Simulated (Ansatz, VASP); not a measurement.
## Ga2AsP (CuAu-ordered zincblende type (invented)) in two plane-wave programs

One calculation is typed for both programs; each brings its own data sets. How far apart do they land? The cell is generated by rule, not measured, and may not be a known phase. The cell is taken from a series of runs on this material, whose earlier steps may have relaxed, scaled, displaced or heated it; both programs get it as it stands.

Calculated with Ansatz 0.2.0; plane waves, with VASP 6.6.1 beside it; relaxation of cell and atoms at PBEsol.

**1. Set-up**

The structure is tetragonal, space group P-4m2 (No. 115). The conventional cell has a = 3.922 Å, b = 3.922 Å, c = 5.548 Å, α = 90.00°, β = 90.00°, γ = 90.00°. Nearest to P lie 4 Ga at 2.37 Å. Nearest to As lie 4 Ga at 2.43 Å. Nearest to Ga lie 2 P at 2.37 Å and 2 As at 2.43 Å. Farther neighbours are not listed.

As a file:

```
P As Ga
1.0
     3.92187    0.00000    0.00000
     0.00000    3.92187    0.00000
     0.00000    0.00000    5.54819
P As Ga
1 1 2
Direct
  0.00000 0.00000 0.00000
  0.50000 0.50000 0.50000
  0.00000 0.50000 0.24111
  0.50000 0.00000 0.75889
```

**2. VASP: relaxation of cell and atoms, PBEsol, pair 1**

The relaxed volume is the usual yardstick between codes: in a stiff, nearly cubic crystal its relative difference is about their pressure difference at one cell divided by the bulk modulus.

Lines of VASP's logs that name or quote its potential files are left out, and so is its time.

INCAR

```
SYSTEM = Ga2AsP
PREC = Accurate
ENCUT = 500
EDIFF = 1E-07
NELM = 120
ISMEAR = 0
SIGMA = 0.01
LREAL = .FALSE.
ALGO = Normal
GGA = PS
NBANDS = 24
LORBIT = 11
LWAVE = .FALSE.
LCHARG = .FALSE.
ISIF = 3
IBRION = 2
NSW = 80
EDIFFG = -0.005
LASPH = .TRUE.
GGA_COMPAT = .FALSE.
NELMIN = 4
EFERMI = MIDGAP
KPAR = 2
```

POSCAR

```
Ga2AsP
1.0
    3.9218690000      0.0000000000      0.0000000000
    0.0000000000      3.9218690000      0.0000000000
    0.0000000000      0.0000000000      5.5481950000
P As Ga
1 1 2
Direct
    0.0000000000      0.0000000000      0.0000000000
    0.5000001275      0.5000001275      0.4999999099
    0.0000000000      0.5000001275      0.2411115687
    0.5000001275      0.0000000000      0.7588882510
```

KPOINTS

```
Automatic mesh
0
Gamma
8 8 6
0 0 0
```

The projector-augmented-wave data sets are P, As and Ga_d (PBE family, release 64).

Launch:

```sh
$ mpirun -np 2 vasp_std
```

Numbers of over 12 decimals in the logs are rounded to 6 here.

What it wrote:

```text
[banner, memory and clock lines left out]
running    2 mpi-ranks, on    1 nodes
 distrk:  each k-point on    1 cores,    2 groups
 distr:  one band on    1 cores,    1 groups

 POSCAR found type information on POSCAR P AsGa
 POSCAR found :  3 types and       4 ions
|                                                                             |
|               ----> ADVICE to this user running VASP <----                  |
|                                                                             |
|     You enforced a specific xc type in the INCAR file but a different       |
|     [... a line on the potential file left out ...]
|     I HOPE YOU KNOW WHAT YOU ARE DOING!                                     |
|                                                                             |

 LDA part: xc-table for (Slater+PW92), standard interpolation
 POSCAR, INCAR and KPOINTS ok, starting setup
 FFT: planning ... GRIDC
 FFT: planning ... GRID_SOFT
 FFT: planning ... GRID
 WAVECAR not read
 entering main loop
       N       E                     dE             d eps       ncg     rms          rms(c)
DAV:   1     0.229810249962E+03    0.22981E+03   -0.16987E+04  2920   0.212E+03
DAV:   2     0.631768147156E+01   -0.22349E+03   -0.21680E+03  3128   0.454E+02
DAV:   3    -0.187614107807E+02   -0.25079E+02   -0.24911E+02  3600   0.120E+02
DAV:   4    -0.194483104051E+02   -0.68690E+00   -0.68645E+00  3392   0.219E+01
DAV:   5    -0.194635205364E+02   -0.15210E-01   -0.15208E-01  3640   0.295E+00    0.504E+00
DAV:   6    -0.190497995578E+02    0.41372E+00   -0.74110E-01  4128   0.137E+01    0.294E+00
DAV:   7    -0.189833211697E+02    0.66478E-01   -0.29944E-01  3592   0.339E+00    0.111E+00
DAV:   8    -0.189801853822E+02    0.31358E-02   -0.53955E-02  3584   0.307E+00    0.187E-01
DAV:   9    -0.189798515361E+02    0.33385E-03   -0.72367E-03  3672   0.152E+00    0.641E-02
DAV:  10    -0.189798977971E+02   -0.46261E-04   -0.96641E-04  3704   0.367E-01    0.287E-02
DAV:  11    -0.189799552736E+02   -0.57477E-04   -0.13808E-04  3856   0.821E-02    0.155E-02
DAV:  12    -0.189799562660E+02   -0.99235E-06   -0.12430E-05  3880   0.313E-02    0.786E-03
DAV:  13    -0.189799573941E+02   -0.11281E-05   -0.46757E-06  3408   0.222E-02    0.197E-03
DAV:  14    -0.189799574517E+02   -0.57589E-07   -0.23888E-07  2992   0.522E-03
   1 F= -.18979957E+02 E0= -.18979957E+02  d E =-.189800E+02
 curvature:   0.00 expect dE= 0.000E+00 dE for cont linesearch  0.000E+00
 trial: gam= 0.00000 g(F)=  0.292E-04 g(S)=  0.247E-04 ort = 0.000E+00 (trialstep = 0.100E+01)
 search vector abs. value=  0.539E-04
 bond charge predicted
       N       E                     dE             d eps       ncg     rms          rms(c)
DAV:   1    -0.189802107603E+02   -0.25337E-03   -0.87117E-03  3896   0.109E+00    0.975E-02
DAV:   2    -0.189800443549E+02    0.16641E-03   -0.93809E-04  3688   0.444E-01    0.433E-02
DAV:   3    -0.189799943704E+02    0.49985E-04   -0.10358E-04  4376   0.126E-01    0.112E-02
DAV:   4    -0.189799892260E+02    0.51445E-05   -0.15194E-05  3344   0.373E-02    0.344E-03
DAV:   5    -0.189799885682E+02    0.65773E-06   -0.71416E-07  3944   0.928E-03    0.136E-03
DAV:   6    -0.189799884602E+02    0.10805E-06   -0.18163E-07  2320   0.565E-03    0.341E-04
DAV:   7    -0.189799884676E+02   -0.74378E-08   -0.15801E-08  1760   0.119E-03
   2 F= -.18979988E+02 E0= -.18979988E+02  d E =-.310159E-04
 trial-energy change:   -0.000031  1 .order   -0.000029   -0.000054   -0.000003
 step:   1.0498(harm=  1.0648)  dis= 0.00088  next Energy=   -18.979989 (dE=-0.311E-04)
 reached required accuracy - stopping structural energy minimisation
```

OUTCAR, selected parts (step 2):

```text
ion  position               nearest neighbor table
   1  0.000  0.000  0.000-   3 2.37   4 2.37   3 2.37   4 2.37
   2  0.500  0.500  0.500-   4 2.43   3 2.43   4 2.43   3 2.43
   3  0.000  0.500  0.241-   1 2.37   1 2.37   2 2.43   2 2.43
   4  0.500  0.000  0.759-   1 2.37   1 2.37   2 2.43   2 2.43

  LATTYP: Found a simple tetragonal cell.
 ALAT       =     3.9218690000
 C/A-ratio  =     1.4146813675

 Subroutine GETGRP returns: Found  8 space group operations
 (whereof  8 operations were pure point group operations)

The static configuration has the point symmetry D_2d.

 Found     60 irreducible k-points:

   k-points           NKPTS =     60   k-points in BZ     NKDIM =     60   number of bands    NBANDS=     24

   dimension x,y,z NGX =    30 NGY =   30 NGZ =   40
   dimension x,y,z NGXF=    60 NGYF=   60 NGZF=   80

   ENCUT  =  500.0 eV  36.75 Ry    6.06 a.u.   7.15  7.15 10.12*2*pi/ulx,y,z

   NELECT =      36.0000    total number of electrons

 k-points in reciprocal lattice and weights: Automatic mesh
   0.00000000  0.00000000  0.00000000       0.003
   0.12500000  0.00000000  0.00000000       0.010
   0.25000000  0.00000000  0.00000000       0.010
   0.37500000  0.00000000  0.00000000       0.010
   0.50000000  0.00000000  0.00000000       0.005
   0.12500000  0.12500000  0.00000000       0.010
   0.25000000  0.12500000  0.00000000       0.021
   0.37500000  0.12500000  0.00000000       0.021
   0.50000000  0.12500000  0.00000000       0.010
[...]
0.50000000  0.37500000  0.50000000       0.010
   0.50000000  0.50000000  0.50000000       0.003

 average (electrostatic) potential at core
       1 -83.9835       2 -49.6411       3 -65.7198       4 -65.7198

 E-fermi :   4.7384

 k-point     1 :       0.0000    0.0000    0.0000
  band No.  band energies     occupation
    ...
     14       1.4473      2.00000
     15       1.4473      2.00000
     16       4.1804      2.00000
     17       4.2192      2.00000
     18       4.2192      2.00000
     19       5.2577      0.00000
     20       5.6493      0.00000
     21       5.7801      0.00000
     22       7.9483      0.00000
     23       7.9483      0.00000
    ...

 k-point     2 :       0.1250    0.0000    0.0000
  band No.  band energies     occupation
    ...
     14       0.8922      2.00000
     15       1.5555      2.00000
     16       2.9044      2.00000
     17       3.7756      2.00000
     18       4.1591      2.00000
     19       5.7617      0.00000
     20       6.2267      0.00000
     21       6.7119      0.00000
     22       7.9821      0.00000
     23       8.0711      0.00000
    ...

 k-point     3 :       0.2500    0.0000    0.0000
  band No.  band energies     occupation
    ...
     14       0.1944      2.00000
     15       1.2451      2.00000
     16       1.8653      2.00000
     17       2.8029      2.00000
     18       3.9523      2.00000
     19       6.0952      0.00000
     20       6.8565      0.00000
     21       8.3007      0.00000
     22       8.4366      0.00000
     23       8.7230      0.00000
    ...

  Total       -0.0048740     -0.0048740     -0.0040309      0.0000000      0.0000000     -0.0000000
  in kB       -0.0914208     -0.0914208     -0.0756069      0.0000000      0.0000000     -0.0000000
  external PRESSURE =      -0.0861495 kB  Pullay stress =       0.0000000 kB

  energy-cutoff  :      500.00
  volume of cell :       85.42
      direct lattice vectors                 reciprocal lattice vectors
     3.923055088  0.000000000  0.000000000     0.254903380  0.000000000 -0.000000000
     0.000000000  3.923055088  0.000000000     0.000000000  0.254903380  0.000000000
     0.000000000  0.000000000  5.550073938     0.000000000  0.000000000  0.180177780

 POSITION                                       TOTAL-FORCE (eV/Angst)
 -----------------------------------------------------------------------------------
      3.92306      0.00000      0.00000         0.000000      0.000000      0.000000
      1.96153      1.96153      2.77504        -0.000000      0.000000      0.000000
      0.00000      1.96153      1.33735         0.000000      0.000000     -0.004521
      1.96153      0.00000      4.21273        -0.000000      0.000000      0.004521
 -----------------------------------------------------------------------------------
    total drift:                               -0.000237     -0.000237      0.000399

  FREE ENERGIE OF THE ION-ELECTRON SYSTEM (eV)
  ---------------------------------------------------
  free  energy   TOTEN  =       -18.9799884676 eV

  energy  without entropy=      -18.9799884676  energy(sigma->0) =      -18.97998847

 reached required accuracy - stopping structural energy minimisation

 total charge
# of ion       s       p       d       tot
------------------------------------------
    1        1.021   1.491   0.000   2.512
    2        1.209   1.611   0.032   2.852
    3        0.873   0.829  10.003  11.705
    4        0.873   0.829  10.003  11.705
--------------------------------------------------
tot          3.977   4.759  20.038  28.774

[... 3 further parts left out ...]
```

CONTCAR:

```
Ga2AsP
   1.00000000000000
     3.9230550878979411    0.0000000000000000    0.0000000000000000
     0.0000000000000000    3.9230550878979411    0.0000000000000000
     0.0000000000000000    0.0000000000000000    5.5500739383636120
  P               As              Ga
     1     1     2
Direct
     1.0000000000000000    0.0000000000000000    0.0000000000000000
     0.5000001275000017    0.5000001275000017    0.4999999098999979
     0.0000000000000000    0.5000001275000017    0.2409602056763561
     0.5000001275000017    0.0000000000000000    0.7590396140236449
```

The run keeps the 8 symmetry operations of its start, so it cannot find a distortion of lower symmetry.

**3. Ansatz: relaxation of cell and atoms, PBEsol, pair 1**

Ansatz runs on its default PAW (the set named soft_2) files.

The same cell, functional and mesh now go to Ansatz, which takes its cutoff from its data sets.

input.yaml

```yaml
crystal:
  lattice:
    - [3.921869496, 0.0, 0.0]
    - [0.0, 3.921869496, 0.0]
    - [0.0, 0.0, 5.5481945668]
  atoms:
    - { symbol: P, position: [0.0, 0.0, 0.0] }
    - { symbol: As, position: [0.5, 0.5, 0.5] }
    - { symbol: Ga, position: [0.0, 0.5, 0.2411116695] }
    - { symbol: Ga, position: [0.5, 0.0, 0.7588883305] }
kpoints:
  mp_grid: { grid: [8, 8, 6] }
hamiltonian:
  xc: pbesol
scf:
  occupations: { method: fixed }
output:
  forces: true
  stress: true
  eigenvalues: true
relax:
  adjacent_minimum: "off"
  f_tol: 0.001
  max_steps: 60
  cell: { stress_tol: 0.01 }
```

Launch:

```sh
$ ansatz run input.yaml --threads 2 --pin off --max-ram 5120MiB --backend cpu --events-out ev --progress --plain --runs-dir out
```

What it wrote:

```text
Engine: ansatz 0.2.0, x86_64-unknown-linux-gnu
Pseudopotentials: kind: paw
Pseudopotential: P, paw, valence charge 5, recommended cutoff 420 eV (normal), P.paw.azcp
Pseudopotential: As, paw, valence charge 15, recommended cutoff 420 eV (normal), As.paw.azcp
Pseudopotential: Ga, paw, valence charge 13, recommended cutoff 420 eV (normal), Ga.paw.azcp
Functional definition: PBEsol
  exchange = pbesol_x
  correlation = pbesol_c
Crystal: 4 atoms, lattice volume = 85.337 Å³
Basis set: ecut = 420 eV, 1675 PW (Γ), exchange–correlation on 54×54×80 points (8 copies of the dense FFT grid, shifted against one another)
Bands: 28, of which v1, the nominal top of the filled ones, is band 23 counted from 1 (22 counted from 0)
Symmetry: 8 space group operations
Space group: P-4m2 (ITA 115), of the structure as read, at distance tolerance 4.4e-5 Å
k-points: 60 of 384 (time reversal used)
Non-local potential: P, projectors of the file, l = 0: 2, l = 1: 2, l = 2: 2
Non-local potential: As, projectors of the file, l = 0: 2, l = 1: 2, l = 2: 3, l = 3: 1
Non-local potential: Ga, projectors of the file, l = 0: 2, l = 1: 2, l = 2: 3, l = 3: 1
PAW form: soft (Blöchl's): semilocal exchange-correlation on the pseudo side does not see the compensation charge
PAW frozen core: P, regenerated for the run's functional, and the local potential with it (the file was generated under x = pbe(κ = 0.804, μ = 0.219515), c = pbe(β = 0.066725))
PAW frozen core: As, regenerated for the run's functional, and the local potential with it (the file was generated under x = pbe(κ = 0.804, μ = 0.219515), c = pbe(β = 0.066725))
PAW frozen core: Ga, regenerated for the run's functional, and the local potential with it (the file was generated under x = pbe(κ = 0.804, μ = 0.219515), c = pbe(β = 0.066725))
PAW one-centre angular grid: P, 110 points (default); XC on 64 Gauss nodes
PAW one-centre angular grid: As, 590 points (default); XC on 64 Gauss nodes
PAW one-centre angular grid: Ga, 590 points (default); XC on 64 Gauss nodes
Initial density: superposition of atomic densities (neutral atoms: chi_scale 0, normalization atom), corrected by the library's trained network
Initial wavefunctions: pseudopotential atomic-orbital guess
Functional: x = pbesol(κ = 0.804, μ = 0.123457), c = pbesol(β = 0.046)
SCF iter   1: F=—  HF=-13040.892440 eV  |F-HF|=—  |Δ(HF+E_count)|=         —  Δρ=4.05e-3  dr2=2.36e-2  ethr=1.77e-3  ⟨swp⟩=5.1  Hψ=6222  notcnv=0  defer=153
preconditioner: auto → Resta (q_TF=auto, 2.461 Å⁻¹)  ε∞=3.9  [insulator: Δε(μ)=1.032 eV  Ē_g=14.248 eV  n_scr=20 (ndim 8)  ℏωp=24.1 eV  f_vac=0.041  ε∞_Penn≈3.9]
SCF iter   2: F=—  HF=-13040.883512 eV  |F-HF|=—  |Δ(HF+E_count)|=   8.93e-3  Δρ=1.97e-3  dr2=4.91e-3  ethr=5.13e-5  ⟨swp⟩=2.4  Hψ=2547  notcnv=0  defer=179
SCF iter   3: F=—  HF=-13040.882773 eV  |F-HF|=—  |Δ(HF+E_count)|=   7.39e-4  Δρ=6.53e-4  dr2=4.63e-4  ethr=1.07e-5  ⟨swp⟩=2.9  Hψ=2894  notcnv=0  defer=180
SCF iter   4: F=—  HF=-13040.882757 eV  |F-HF|=—  |Δ(HF+E_count)|=   1.64e-5  Δρ=3.21e-4  dr2=1.34e-4  ethr=1.01e-6  ⟨swp⟩=2.0  Hψ=2840  notcnv=0  defer=179
SCF iter   5: F=—  HF=-13040.882750 eV  |F-HF|=—  |Δ(HF+E_count)|=   7.22e-6  Δρ=1.15e-4  dr2=1.20e-5  ethr=2.91e-7  ⟨swp⟩=2.0  Hψ=2703  notcnv=0  defer=171
SCF iter   6: F=—  HF=-13040.882759 eV  |F-HF|=—  |Δ(HF+E_count)|=   9.07e-6  Δρ=2.49e-5  dr2=4.95e-7  ethr=2.62e-8  ⟨swp⟩=2.9  Hψ=3315  notcnv=0  defer=153
SCF iter   7: F=-13040.882759 eV  HF=-13040.882759 eV  |F-HF|=1.28e-9  |Δ(HF+E_count)|=   5.16e-7  Δρ=1.01e-5  dr2=6.51e-8  ethr=2.17e-10  ⟨swp⟩=11.7  Hψ=10448  notcnv=0
SCF 1 converged in 7 iterations: F = -13040.882759 eV  dr2 = 6.51e-8
  greatest PAW one-centre occupation: 0.999 electrons in one spin orbital (limit 2), on the As atom at site 1 (counted from 0), in its partial waves of l = 2
relax step   1: F+E_penalty+E_count = -13040.88275936 eV  Δ(F+E_penalty+E_count) = +0.000e0 eV  max|allowed force component| = 1.095e-3 eV/Å  Δτ_max = 0.0000 Å  P = +0.001 GPa  Ω = 85.337 Å³  (7 SCF iters, dr2 threshold 1.00e-7 eV, accepted)
[...]
relax step   2: F+E_penalty+E_count = -13040.88275930 eV  Δ(F+E_penalty+E_count) = +5.183e-8 eV  max|allowed force component| = 2.271e-5 eV/Å  Δτ_max = 0.0001 Å  P = -0.000 GPa  Ω = 85.338 Å³  energy of the carried Pulay correction = -2.014e-7 eV  (6 SCF iters, dr2 threshold 7.50e-11 eV, accepted)
[...]
relax step   3: F+E_penalty+E_count = -13040.88275930 eV  Δ(F+E_penalty+E_count) = -3.638e-12 eV  max|allowed force component| = 2.293e-5 eV/Å  Δτ_max = 0.0000 Å  P = -0.000 GPa  Ω = 85.338 Å³  stress off target by 1.54e-4 GPa  SCF on the basis re-selected at this cell (its energy is not comparable with the rows above)  (6 SCF iters)
basis re-selected at this cell: Δ(F+E_penalty+E_count) = -3.638e-12 eV, ΔP = +0.000 GPa vs the last step (what re-selecting the basis moved, of the pressure what is left beyond the Pulay correction that the steps carried, after the strain that the cell walked since its last selection, with what the two solves' SCF thresholds leave and, on support functions, any second-order correction that the steps lacked; it is no  [...]
SCF converged after 6 iterations
Free energy (F): -13040.882759 eV
Harris-Foulkes:  -13040.882759 eV  (|F-HF|=1.82e-12)
Internal energy: -13040.882759 eV  (E = F + TS)
E sigma→0 (E₀):  -13040.882759 eV
Fermi energy:    7.625334 eV
--- Per-component energies (eV) ---
  E_band       = -377.054453
  E_kinetic    = 405.585294
  E_local      = -6310.978059  (includes V_loc(G=0)·N_el)
  E_nonlocal   = 217.756163
  E_hartree    = 3083.296926
  E_xc         = -276.950695
  E_vxc        = -256.500078  (∫ρ·V_xc dr)
  E_paw        = -6246.418635  (= ΣΔE_a)
  E_vpaw       = -599.511326  (= ΣTr[D̂ρ^β])
  E_aug_tail   = -0.000230  (compensation charges beyond the density's cutoff)
  E_ewald      = -3915.912004
  E_core_change = 2.738480  (= ΣΔE_core)
  E_smearing   = -0.000000  (= −TS)
  E_closure    = -0.000000  (closes the sum)
  Σ components = -13040.882759   (vs F -13040.882759, Δ=0.00e0)
--- Forces (eV/Å), atoms counted from 1 ---
  atom   1  P      0.00000000    -0.00000000    -0.00000000
  atom   2  As     0.00000000    -0.00000000     0.00000000
  atom   3  Ga    -0.00000000     0.00000000     0.00002293
  atom   4  Ga    -0.00000000     0.00000000    -0.00002293
  max |Σ_I F_I| component: 4.34e-17 eV/Å
--- Stress (GPa, compression-positive) ---
        0.000009       0.000000       0.000000
        0.000000       0.000009       0.000000
        0.000000       0.000000      -0.000154
  P = ⅓ Tr σ = -0.0000 GPa (-0.000 kbar)
--- Band table (eV; the first three rows and the last of 60) ---
  k-point 0: bands = [... 19 lower, 4.8561, 7.5880, 7.6253, 7.6253, 8.6650, 9.0534, 9.1918, 11.3562, ... 1 higher]
  k-point 1: bands = [... 19 lower, 4.9686, 6.5292, 7.2935, 7.2935, 8.9529, 9.5325, 9.7285, 11.0896, ... 1 higher]
  k-point 2: bands = [... 19 lower, 5.2891, 5.2891, 6.6279, 6.6279, 9.1110, 10.0097, 10.4850, 10.9870, ... 1 higher]
  k-point 59: bands = [... 19 lower, 3.9898, 3.9898, 4.1414, 4.1655, 12.1696, 12.2580, 12.3075, 12.3075, ... 1 higher]
--- Relaxed structure (2 steps of the walk, 2 accepted, 1 SCFs on fresh bases) ---
  F+E_penalty+E_count = -13040.88275930 eV   max|allowed force component| = 2.293e-5 eV/Å   (the final SCF, on the basis selected at the relaxed cell)
  cell:  # Å, volume = 85.3380 Å³
    - [3.921863, 0.0, 0]
    - [0.0, 3.921863, 0.0]
    - [0, 0.0, 5.548274]
  atoms:
    - { symbol: P, position: [0, 0.0, 0] }
    - { symbol: As, position: [0.5, 0.5, 0.5] }
    - { symbol: Ga, position: [0, 0.5, 0.241098] }
    - { symbol: Ga, position: [0.5, 0.0, 0.758902] }
```

**4. Side by side**

Known differences besides the potentials themselves: fixed occupations in Ansatz, narrow Gaussian smearing in VASP; the data sets hold 46 valence electrons in Ansatz (on its default PAW (the set named soft_2) files) and 36 in VASP; the cutoff is 420 eV in Ansatz and 500 eV in VASP; Ansatz makes its cores anew for this functional, VASP keeps those of its PBE data sets; Ansatz adds a Pulay correction to the stress that steers its cell, VASP none. Total energies have different zeros and are not compared.

Both answers:

```
                                         quantity  Ansatz   VASP  difference
                                      volume (Å³)   85.34  85.42     -0.09 %
edge a after relaxation, in the typed setting (Å)   3.922  3.923     -0.03 %
edge c after relaxation, in the typed setting (Å)   5.548  5.550     -0.03 %
```

(Continued in part 2 of 2.)

[Lines on the potential files, build, host, timing and source positions are cut from VASP's logs without a mark.]

[Logs are printed without paths, hosts, clocks, repeated set-up lines and the standing remarks that a program may print on its own settings, such as how far it seeks lower states.]

[Hosts, paths, dates, database ids (printed as entryN), source tags and the programs' standing remarks are cut or masked in the printed files.]
